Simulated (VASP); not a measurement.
**LaBe: single point with PBE**

The system is LaBe.

```
CELL_PARAMETERS angstrom
3.59863 0.00000 0.00000
0.00000 3.59863 0.00000
0.00000 0.00000 3.59863
ATOMIC_POSITIONS crystal
La 0.00000 0.00000 0.00000
Be 0.50000 0.50000 0.50000
```

The cell was built by a generator and needn't be a form met in nature.

The cell isn't the ideal one: species swapped into the GdRh type (Pm-3m, No. 221).

```json
{
  "Program": "VASP 6.6.1",
  "Task": "single point",
  "Functional": "PBE",
  "Potentials or basis": "VASP PAW PBE potentials, release 64 (La, Be)",
  "Cutoff": "520 eV",
  "k mesh": "16 × 16 × 16",
  "Occupations": "gaussian, width 0.1 eV",
  "Spin": "no spin polarisation"
}
```

```
Pressure               : 0.0 GPa
Band gap on the k mesh : none (metal or under the smearing width)
```

Levels at points of the mesh, in eV from the Fermi level:
```csv
k point,band 4,band 5,band 6,band 7,band 8,band 9,band 10,band 11
"(0.00, 0.00, 0.00)",-15.72,-5.07,-0.51,-0.51,1.98,1.98,1.98,2.32
"(0.50, 0.00, 0.00)",-15.60,-2.43,-1.94,0.37,1.15,1.15,1.84,2.24
"(0.50, 0.50, 0.00)",-15.50,-3.61,0.52,0.52,0.52,1.94,2.31,2.31
"(0.50, 0.50, 0.50)",-16.47,-2.29,-2.29,-2.29,-0.35,2.36,2.36,2.36
```

Wall time 46 s on 1 thread of AMD EPYC 9R45 (Zen 5), on a shared host, peak memory 0.24 GiB.

The run has no spin-orbit coupling, so splittings on La are missing.
